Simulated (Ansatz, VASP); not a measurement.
## Two plane-wave programs on InRu2

```
In Ru
1.0
     0.00000    3.05467    3.05467
     3.05467    0.00000    3.05467
     3.05467    3.05467    0.00000
In Ru
1 2
Direct
  0.00000 0.00000 0.00000
  0.25000 0.25000 0.25000
  0.75000 0.75000 0.75000
```

Change from the starting cell: species swapped into the EuF2 type (Fm-3m, No. 225).

Alike in both runs: task single point; functional PBE; k mesh 6 × 6 × 6; occupations gaussian, width 0.1 eV; collinear spin.

```csv
,VASP,Ansatz
version,VASP 6.6.1,Ansatz 0.2.0
potentials or method,"VASP PAW PBE potentials, release 64 (In_d, Ru_pv)","scalar-relativistic, plane waves, PAW"
plane-wave cutoff (eV),520,420
valence electrons in the cell,41,45
```

|  | VASP | Ansatz | Ansatz less VASP |
| --- | --- | --- | --- |
| gap on the k mesh at the Fermi level (eV) | none | none | - |
| pressure (GPa) | 2.3 | 2.3 | -0.04 |
| net moment per atom (μB) | 0.76 | 0.77 | +0.004 |
| size of the moment on the site where the two differ most (μB) | 1.13 | 1.07 | -0.053 |

Site moments also hang on the region over which each program counts them. A gap of «none» marks a metal or a gap that the smearing closes. The functional is the same, so the differences come from potentials, cutoffs and numerics. The two sets of potentials don't hold the same shells in valence.
